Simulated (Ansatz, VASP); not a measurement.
# One calculation of KCdF3, two programs

Contents of INCAR:

```
SYSTEM = KCdF3
  PREC = Accurate
  ENCUT = 520
  EDIFF = 1E-6
  ISMEAR = 0
  SIGMA = 0.05
  LREAL = .False.
  LASPH = .True.
  NELM = 100
  ALGO = Normal
  ISIF = 2
  LWAVE = .False.
  LCHARG = .False.
  GGA = CA
  NBANDS = 29
```

KPOINTS

```
Automatic mesh
0
Gamma
  6 6 6
  0 0 0
```

POSCAR

```
KCdF3
1.0
    4.3820890200      0.0000000000      0.0000000000
    0.0000000000      4.3820890200      0.0000000000
    0.0000000000      0.0000000000      4.3820890200
K Cd F
1 1 3
Direct
    0.0000000000      0.0000000000      0.0000000000
    0.5000000000      0.5000000000      0.5000000000
    0.0000000000      0.5000000000      0.5000000000
    0.5000000000      0.0000000000      0.5000000000
    0.5000000000      0.5000000000      0.0000000000
```

Input for Ansatz:

```yaml
crystal:
  lattice:
    - [4.38208902, 0.0, 0.0]
    - [0.0, 4.38208902, 0.0]
    - [0.0, 0.0, 4.38208902]
  atoms:
    - { symbol: K, position: [0.0, 0.0, 0.0] }
    - { symbol: Cd, position: [0.5, 0.5, 0.5] }
    - { symbol: F, position: [0.0, 0.5, 0.5] }
    - { symbol: F, position: [0.5, 0.0, 0.5] }
    - { symbol: F, position: [0.5, 0.5, 0.0] }
basis:
  ecutwfc: 420
kpoints:
  mp_grid: { grid: [6, 6, 6] }
hamiltonian:
  xc: lda
scf:
  occupations: { method: gaussian, width: 0.05 }
output:
  forces: true
  stress: true
  eigenvalues: true
```

The cell comes from a database or a generator and needn't be the stable form of this composition.

Alike in both runs: task single point; functional LDA; k mesh 6 × 6 × 6; occupations gaussian, width 0.05 eV; no spin polarisation.

```csv
,VASP,Ansatz
version,VASP 6.6.1,Ansatz 0.2.0
potentials or method,"VASP PAW LDA potentials, release 64 (K_sv, Cd, F)","scalar-relativistic, plane waves, PAW"
plane-wave cutoff (eV),520,420
valence electrons in the cell,42,50
```

Ansatz gave:

```
gap on the k mesh at the Fermi level (eV) : 2.81
least direct gap on the mesh (eV)         : 4.61
pressure (GPa)                            : -3.5
```

Problem. Estimate VASP's values.

Solution. gap on the k mesh at the Fermi level (eV): 2.80; least direct gap on the mesh (eV): 4.59; pressure (GPa): -2.9.

The two sets of potentials don't hold the same shells in valence.

A k mesh can miss the band edges. LDA gaps usually lie below the measured ones, often by a third to a half.
